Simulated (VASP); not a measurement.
Level of theory: PBE GGA, VASP's PBE PAW potentials (set 64) (plane waves; VASP 6.6.1).

The input files of a VASP run:

POSCAR:
```
CuZn
1
    2.9500000000     0.0000000000     0.0000000000
    0.0000000000     2.9500000000     0.0000000000
    0.0000000000     0.0000000000     2.9500000000
Zn Cu
1 1
Direct
  0.5000000000   0.5000000000   0.5000000000
  0.0000000000   0.0000000000   0.0000000000
```

INCAR:
```
# general
SYSTEM   =  CuZn
PREC     =  Accurate
ENCUT    =  400   # plane-wave cut-off (eV)
LREAL    =  .FALSE.
LASPH    =  .TRUE.   # aspherical one-centre terms

# electronic loop
EDIFF    =  1E-6   # SCF stop (eV)
NELM     =  100
ALGO     =  Normal
LMAXMIX  =  4

# smearing
ISMEAR   =  1
SIGMA    =  0.1

# functional
GGA      =  PE

# ions
ISIF     =  2   # forces and stress, cell fixed

# output
LWAVE    =  .FALSE.
LCHARG   =  .FALSE.
```

KPOINTS:
```
Regular mesh
0
G
9 9 9
0 0 0
```

POTCAR, in this order: Zn Cu (PBE.64 set). Program: vasp_std.

Output

### OSZICAR
```
       N       E                     dE             d eps       ncg     rms          rms(c)
DAV:   1     0.103849090391E+03    0.10385E+03   -0.99058E+03  1090   0.212E+03
DAV:   2    -0.332532090448E+01   -0.10717E+03   -0.10409E+03  1050   0.309E+02
DAV:   3    -0.605376850239E+01   -0.27284E+01   -0.27140E+01  1225   0.679E+01
DAV:   4    -0.607374537845E+01   -0.19977E-01   -0.19976E-01  1253   0.520E+00
DAV:   5    -0.607399644944E+01   -0.25107E-03   -0.25107E-03  1346   0.599E-01    0.948E+00
DAV:   6    -0.592651140518E+01    0.14749E+00   -0.17088E+01  1148   0.108E+02    0.603E+00
DAV:   7    -0.500262840440E+01    0.92388E+00   -0.38333E+00  1125   0.103E+02    0.223E+00
DAV:   8    -0.500605579216E+01   -0.34274E-02   -0.19070E-01  1387   0.614E+00    0.127E+00
DAV:   9    -0.499655453396E+01    0.95013E-02   -0.21138E-02  1292   0.375E+00    0.485E-02
DAV:  10    -0.499656843757E+01   -0.13904E-04   -0.47265E-04  1330   0.309E-01    0.261E-02
DAV:  11    -0.499657206379E+01   -0.36262E-05   -0.13186E-05  1476   0.760E-02    0.127E-02
DAV:  12    -0.499657080060E+01    0.12632E-05   -0.98425E-07   798   0.367E-02    0.192E-03
DAV:  13    -0.499657083178E+01   -0.31186E-07   -0.43688E-07   728   0.181E-02
   1 F= -.49965708E+01 E0= -.49969470E+01  d E =0.112844E-02
```

**OUTCAR**
```
------------------------ aborting loop because EDIFF is reached ----------------------------------------
  FORCE on cell =-STRESS in cart. coord.  units (eV):
  Direction    XX          YY          ZZ          XY          YZ          ZX
  --------------------------------------------------------------------------------------
  Total        0.2815503      0.2815503      0.2815503      0.0000000     -0.0000000     -0.0000000
  in kB       17.5711641     17.5711641     17.5711641      0.0000000     -0.0000000     -0.0000000
  external PRESSURE =      17.5711641 kB  Pullay stress =       0.0000000 kB
  volume of cell :       25.67
      direct lattice vectors                 reciprocal lattice vectors
     2.950000000  0.000000000  0.000000000     0.338983051  0.000000000  0.000000000
     0.000000000  2.950000000  0.000000000     0.000000000  0.338983051  0.000000000
     0.000000000  0.000000000  2.950000000     0.000000000  0.000000000  0.338983051
 POSITION                                       TOTAL-FORCE (eV/Angst)
 -----------------------------------------------------------------------------------
      1.47500      1.47500      1.47500         0.000000      0.000000      0.000000
      0.00000      0.00000      0.00000         0.000000      0.000000      0.000000
 -----------------------------------------------------------------------------------
    total drift:                               -0.000000      0.000000      0.000000
  FREE ENERGIE OF THE ION-ELECTRON SYSTEM (eV)
  ---------------------------------------------------
  free  energy   TOTEN  =        -4.9965708318 eV

  energy  without entropy=       -4.9976992754  energy(sigma->0) =       -4.99694698
```
(Selected blocks of OUTCAR.)

The compound is CuZn in the CsCl type structure. The cell was not relaxed at this level. The electron count is odd and the run is not spin-polarised, which forces a metal.
